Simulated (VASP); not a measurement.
Calculation: vdW-DF2, VASP's PBE PAW potentials (set 64) (plane waves; VASP).

A VASP calculation is set up with these files.

**INCAR**
```
# general
SYSTEM  =GaSb
PREC    =Accurate
ENCUT   =520
LREAL   =.False.
LASPH   =.True.

# electronic loop
EDIFF   =1E-6
NELM    =100
ALGO    =Normal
LMAXMIX =4

# smearing
ISMEAR  =0
SIGMA   =0.05

# functional
GGA     =ML
LUSE_VDW=.True.
AGGAC   =0.0
ZAB_VDW =-1.8867

# ions
IBRION  =2
NSW     =60
ISIF    =3
EDIFFG  =-0.01

# output
LWAVE   =.False.
LCHARG  =.False.
```

**KPOINTS**
```
Regular mesh
0
Gamma
  7 7 7
```

### POSCAR
```
GaSb
1
    0.0000000000     3.0500000000     3.0500000000
    3.0500000000     0.0000000000     3.0500000000
    3.0500000000     3.0500000000     0.0000000000
Ga Sb
1 1
Direct
  0.0000000000   0.0000000000   0.0000000000
  0.2500000000   0.2500000000   0.2500000000
```

POTCAR, in this order: Ga_d Sb (PBE.64 set). Program: vasp_std.

The run wrote:

OUTCAR:
```
 ion  position               nearest neighbor table
   1  0.000  0.000  0.000-   2 2.64   2 2.64   2 2.64   2 2.64
   2  0.250  0.250  0.250-   1 2.64   1 2.64   1 2.64   1 2.64
  LATTYP: Found a face centered cubic cell.
 ALAT       =     6.1000000000
 Subroutine PRICEL returns:
 Original cell was already a primitive cell.
 Subroutine GETGRP returns: Found 24 space group operations
The static configuration has the point symmetry T_d .
The dynamic configuration has the point symmetry T_d .
 Subroutine INISYM returns: Found 24 space group operations
 Subroutine IBZKPT returns following result:
 Found     20 irreducible k-points:

 Following reciprocal coordinates:
            Coordinates               Weight
  0.000000  0.000000  0.000000      1.000000
  0.142857  0.000000  0.000000      8.000000
  0.285714  0.000000  0.000000      8.000000
  0.428571  0.000000  0.000000      8.000000
  0.142857  0.142857  0.000000      6.000000
  0.285714  0.142857  0.000000     24.000000
  0.428571  0.142857  0.000000     24.000000
 -0.428571  0.142857  0.000000     24.000000
 -0.285714  0.142857  0.000000     24.000000
 -0.142857  0.142857  0.000000     12.000000
  0.285714  0.285714  0.000000      6.000000
  0.428571  0.285714  0.000000     24.000000
 -0.428571  0.285714  0.000000     24.000000
 -0.285714  0.285714  0.000000     12.000000
  0.428571  0.428571  0.000000      6.000000
 -0.428571  0.428571  0.000000     12.000000
  0.428571  0.285714  0.142857     24.000000
 -0.428571  0.285714  0.142857     48.000000
 -0.428571  0.428571  0.142857     24.000000
 -0.285714  0.428571  0.142857     24.000000
   k-points           NKPTS =     20   k-points in BZ     NKDIM =     20   number of bands    NBANDS=     13
   number of dos      NEDOS =    301   number of ions     NIONS =      2
   total plane-waves  NPLWV =  32768
   dimension x,y,z NGX =    32 NGY =   32 NGZ =   32
...
```

File OSZICAR:
```
       N       E                     dE             d eps       ncg     rms          rms(c)
DAV:   1     0.860265236953E+02    0.86027E+02   -0.89353E+03   520   0.177E+03
DAV:   2     0.446287344751E+01   -0.81564E+02   -0.79743E+02   595   0.314E+02
DAV:   3    -0.120489725001E+01   -0.56678E+01   -0.56461E+01   665   0.733E+01
DAV:   4    -0.130622682074E+01   -0.10133E+00   -0.10128E+00   548   0.109E+01
DAV:   5    -0.130927613684E+01   -0.30493E-02   -0.30492E-02   688   0.171E+00    0.332E+00
DAV:   6    -0.122839496247E+01    0.80881E-01   -0.10027E-01   620   0.431E+00    0.192E+00
DAV:   7    -0.119633445478E+01    0.32061E-01   -0.11739E-01   573   0.262E+00    0.293E-01
DAV:   8    -0.119628273626E+01    0.51719E-04   -0.59541E-03   633   0.889E-01    0.845E-02
DAV:   9    -0.119638983881E+01   -0.10710E-03   -0.98139E-04   576   0.348E-01    0.447E-02
DAV:  10    -0.119639906549E+01   -0.92267E-05   -0.67632E-05   589   0.696E-02    0.125E-02
DAV:  11    -0.119640228867E+01   -0.32232E-05   -0.21998E-05   610   0.520E-02    0.775E-03
DAV:  12    -0.119640257178E+01   -0.28310E-06   -0.82904E-07   422   0.110E-02
   1 F= -.11964026E+01 E0= -.11962901E+01  d E =-.119640E+01
       N       E                     dE             d eps       ncg     rms          rms(c)
DAV:   1    -0.632656744060E+01   -0.51302E+01   -0.83461E+01   675   0.196E+02    0.120E+01
DAV:   2    -0.257528536869E+01    0.37513E+01   -0.55909E+00   615   0.391E+01    0.596E+00
DAV:   3    -0.147805890642E+01    0.10972E+01   -0.22490E+00   650   0.244E+01    0.829E-01
DAV:   4    -0.138622198737E+01    0.91837E-01   -0.23152E-01   620   0.783E+00    0.450E-01
DAV:   5    -0.137577340019E+01    0.10449E-01   -0.21824E-02   625   0.241E+00    0.188E-01
DAV:   6    -0.137330368240E+01    0.24697E-02   -0.15281E-02   655   0.226E+00    0.392E-02
DAV:   7    -0.137327263170E+01    0.31051E-04   -0.48026E-04   578   0.272E-01    0.114E-02
DAV:   8    -0.137326953725E+01    0.30944E-05   -0.53238E-05   642   0.966E-02    0.539E-03
DAV:   9    -0.137326656505E+01    0.29722E-05   -0.97311E-06   550   0.514E-02    0.441E-03
DAV:  10    -0.137326662555E+01   -0.60498E-07   -0.23033E-06   420   0.278E-02
   2 F= -.13732666E+01 E0= -.13729802E+01  d E =-.176864E+00
       N       E                     dE             d eps       ncg     rms          rms(c)
DAV:   1    -0.153970184422E+01   -0.16644E+00   -0.21917E+00   655   0.244E+01    0.227E+00
DAV:   2    -0.141279430462E+01    0.12691E+00   -0.28602E-01   645   0.104E+01    0.101E+00
DAV:   3    -0.138313976024E+01    0.29655E-01   -0.35172E-02   660   0.284E+00    0.257E-01
DAV:   4    -0.137969993098E+01    0.34398E-02   -0.30018E-03   601   0.735E-01    0.865E-02
DAV:   5    -0.137934253983E+01    0.35739E-03   -0.29784E-04   681   0.231E-01    0.234E-02
DAV:   6    -0.137934221581E+01    0.32402E-06   -0.30716E-05   703   0.884E-02    0.506E-03
DAV:   7    -0.137934000441E+01    0.22114E-05   -0.23866E-06   403   0.258E-02    0.197E-03
DAV:   8    -0.137934040970E+01   -0.40529E-06   -0.21175E-07   260   0.553E-03
   3 F= -.13793404E+01 E0= -.13790598E+01  d E =-.182938E+00
       N       E                     dE             d eps       ncg     rms          rms(c)
DAV:   1    -0.138069799424E+01   -0.13580E-02   -0.19259E-02   670   0.238E+00    0.207E-01
DAV:   2    -0.137962703934E+01    0.10710E-02   -0.22018E-03   650   0.864E-01    0.951E-02
DAV:   3    -0.137936230673E+01    0.26473E-03   -0.35625E-04   675   0.301E-01    0.214E-02
DAV:   4    -0.137933136163E+01    0.30945E-04   -0.28616E-05   625   0.780E-02    0.754E-03
DAV:   5    -0.137932616454E+01    0.51971E-05   -0.23163E-06   515   0.205E-02    0.213E-03
DAV:   6    -0.137932563591E+01    0.52863E-06   -0.55347E-07   260   0.134E-02
   4 F= -.13793256E+01 E0= -.13790384E+01  d E =-.182923E+00
```

OUTCAR:
```
------------------------ aborting loop because EDIFF is reached ----------------------------------------
  FORCE on cell =-STRESS in cart. coord.  units (eV):
  Direction    XX          YY          ZZ          XY          YZ          ZX
  --------------------------------------------------------------------------------------
  Total       -0.0106997     -0.0106997     -0.0106997      0.0000000      0.0000000      0.0000000
  in kB       -0.2590948     -0.2590948     -0.2590948      0.0000000      0.0000000      0.0000000
  external PRESSURE =      -0.2590948 kB  Pullay stress =       0.0000000 kB
  volume of cell :       66.16
      direct lattice vectors                 reciprocal lattice vectors
    -0.000000000  3.210193349  3.210193349    -0.155753858  0.155753858  0.155753858
     3.210193349  0.000000000  3.210193349     0.155753858 -0.155753858  0.155753858
     3.210193349  3.210193349 -0.000000000     0.155753858  0.155753858 -0.155753858
  FREE ENERGIE OF THE ION-ELECTRON SYSTEM (eV)
  ---------------------------------------------------
  free  energy   TOTEN  =        -1.3793256359 eV

  energy  without entropy=       -1.3787511536  energy(sigma->0) =       -1.37903839

 reached required accuracy - stopping structural energy minimisation
```
(Selected blocks of OUTCAR.)

**CONTCAR**
```
GaSb
   1.00000000000000
    -0.0000000000000000    3.2101933493743231    3.2101933493743231
     3.2101933493743231    0.0000000000000000    3.2101933493743231
     3.2101933493743231    3.2101933493743231   -0.0000000000000000
  Ga              Sb
     1     1
Direct
     1.0000000000000000    1.0000000000000000    1.0000000000000000
     0.2500000000000000    0.2500000000000000    0.2500000000000000
```

Energy and stress use the plane-wave basis of the starting cell.

The compound is GaSb in the zinc blende structure. This run relaxes it. Symmetry was kept, so distortions that lower it aren't found.
